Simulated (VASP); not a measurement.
Level of theory: PBE GGA, VASP's PBE PAW potentials (set 64) (plane waves; VASP).

VASP input:

File KPOINTS:
```
kpoints
0
Monkhorst
9 9 4
0 0 0
```

**INCAR**
```
EDIFF=1E-6   ! SCF stop (eV)
ISMEAR=1   ! Methfessel-Paxton
LREAL=F
PREC=Accurate
GGA=PE   ! PBE
ALGO=Normal   ! blocked Davidson
LWAVE=F
LMAXMIX=4   ! l cut-off of mixed one-centre charges
NELM=100   ! most electronic steps
ENCUT=400   ! plane-wave cut-off (eV)
SYSTEM=Zr
ISIF=2   ! forces and stress, cell fixed
SIGMA=0.1   ! width (eV)
LASPH=T
LCHARG=F
```

POSCAR:
```
Zr
1
    1.6473000000    -2.8532070000     0.0000000000
    1.6473000000     2.8532070000     0.0000000000
    0.0000000000     0.0000000000     5.2530000000
Zr
2
Direct
  0.3333330000   0.6666670000   0.2500000000
  0.6666670000   0.3333330000   0.7500000000
```

POTCAR, in this order: Zr_sv (PBE.64 set). Program: vasp_std.

Output of the run:

### OSZICAR
```
       N       E                     dE             d eps       ncg     rms          rms(c)
DAV:   1     0.175668973742E+03    0.17567E+03   -0.11954E+04   776   0.122E+03
DAV:   2    -0.526262971240E+01   -0.18093E+03   -0.17967E+03   984   0.363E+02
DAV:   3    -0.175875440783E+02   -0.12325E+02   -0.12248E+02  1456   0.679E+01
DAV:   4    -0.177936312069E+02   -0.20609E+00   -0.20611E+00   848   0.101E+01
DAV:   5    -0.177991431193E+02   -0.55119E-02   -0.55119E-02  1240   0.113E+00    0.128E+01
DAV:   6    -0.171293909784E+02    0.66975E+00   -0.10887E+00   800   0.891E+00    0.485E+00
DAV:   7    -0.169982549585E+02    0.13114E+00   -0.65919E-01  1096   0.604E+00    0.113E+00
DAV:   8    -0.170030675133E+02   -0.48126E-02   -0.39664E-02  1040   0.162E+00    0.310E-01
DAV:   9    -0.170032264445E+02   -0.15893E-03   -0.25197E-03   912   0.508E-01    0.389E-02
DAV:  10    -0.170031718873E+02    0.54557E-04   -0.64742E-05  1120   0.533E-02    0.247E-02
DAV:  11    -0.170031707021E+02    0.11852E-05   -0.12196E-05   896   0.425E-02    0.450E-03
DAV:  12    -0.170031707591E+02   -0.57007E-07   -0.30812E-07   632   0.468E-03
   1 F= -.17003171E+02 E0= -.17003575E+02  d E =0.121321E-02
```

OUTCAR:
```
------------------------ aborting loop because EDIFF is reached ----------------------------------------
  FORCE on cell =-STRESS in cart. coord.  units (eV):
  Direction    XX          YY          ZZ          XY          YZ          ZX
  --------------------------------------------------------------------------------------
  Total       -1.5375965     -1.5375962     -1.4947304      0.0000000      0.0000000      0.0000000
  in kB      -49.8895498    -49.8895395    -48.4986965      0.0000000      0.0000000      0.0000000
  external PRESSURE =     -49.4259286 kB  Pullay stress =       0.0000000 kB
  volume of cell :       49.38
      direct lattice vectors                 reciprocal lattice vectors
     1.647300000 -2.853207000  0.000000000     0.303526984 -0.175241404  0.000000000
     1.647300000  2.853207000  0.000000000     0.303526984  0.175241404  0.000000000
     0.000000000  0.000000000  5.253000000     0.000000000  0.000000000  0.190367409
 POSITION                                       TOTAL-FORCE (eV/Angst)
 -----------------------------------------------------------------------------------
      1.64730      0.95107      1.31325        -0.000000      0.000000      0.000000
      1.64730     -0.95107      3.93975         0.000000     -0.000000      0.000000
 -----------------------------------------------------------------------------------
    total drift:                                0.000000      0.001150     -0.000019
  FREE ENERGIE OF THE ION-ELECTRON SYSTEM (eV)
  ---------------------------------------------------
  free  energy   TOTEN  =       -17.0031707591 eV

  energy  without entropy=      -17.0043839721  energy(sigma->0) =      -17.00357516
```
(Selected blocks of OUTCAR.)

The compound is Zr in the hcp structure. The cell was not relaxed at this level. The run is one of a series of settings (KPOINTS 9×9×4 Monkhorst-Pack mesh against the base run), some of them coarse on purpose.
